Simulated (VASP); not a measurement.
Computed with optB86b-vdW, VASP's PBE PAW potentials (set 64) (plane waves; VASP 6.6.1).

VASP input:

### POSCAR
```
W
3.1398060
 -0.5000000692   0.5000000692   0.5000000692
  0.5000000692  -0.5000000692   0.5000000692
  0.5000000692   0.5000000692  -0.5000000692
W
1
Cartesian
  0.0000000000   0.0000000000   0.0000000000
```

### KPOINTS
```
kpoints
0
Gamma
16 16 16
0 0 0
```

### INCAR
```
AGGAC=0.0
ALGO=Normal
EDIFF=1E-7
ENCUT=520
GGA=MK
ISIF=2
ISMEAR=1
LASPH=.TRUE.
LCHARG=.FALSE.
LMAXMIX=6
LREAL=.FALSE.
LUSE_VDW=.TRUE.
LWAVE=.FALSE.
NELM=100
PARAM1=0.1234
PARAM2=1.0
PREC=Accurate
SIGMA=0.1
SYSTEM=W
```

POTCAR, in this order: W_sv (PBE.64 set). Program: vasp_std.

Unless said otherwise, spin-orbit coupling is left out, though it shifts the bands of the heavy elements here.

Problem. Predict the energy per atom (σ→0), pressure, band gap (on the k-mesh).

Solution. 
```
Property                                                     Value
------------------------  ----------------------------------------
energy per atom (σ→0)                              -10.100 eV/atom
band gap (on the k-mesh)  none (metal, semimetal or under 0.01 eV)
pressure                                                  9.59 GPa
```

### OSZICAR
```
...
DAV:   7    -0.101042886629E+02    0.12022E+00   -0.27942E-01  3517   0.666E+00    0.550E-01
DAV:   8    -0.101005071261E+02    0.37815E-02   -0.41278E-03  3277   0.992E-01    0.767E-02
DAV:   9    -0.101005009350E+02    0.61911E-05   -0.10381E-04  3652   0.133E-01    0.520E-02
DAV:  10    -0.101004961420E+02    0.47930E-05   -0.23914E-05  3412   0.728E-02    0.277E-03
DAV:  11    -0.101004964331E+02   -0.29106E-06   -0.29079E-07  3196   0.821E-03    0.734E-04
DAV:  12    -0.101004963018E+02    0.13131E-06   -0.12579E-08  1916   0.165E-03    0.191E-04
DAV:  13    -0.101004963075E+02   -0.57521E-08   -0.91909E-10  1670   0.463E-04
   1 F= -.10100496E+02 E0= -.10100248E+02  d E =-.745873E-03
```

The compound is W in the bcc structure. This cell is one point of a volume scan, at 0.97 of the reference volume.
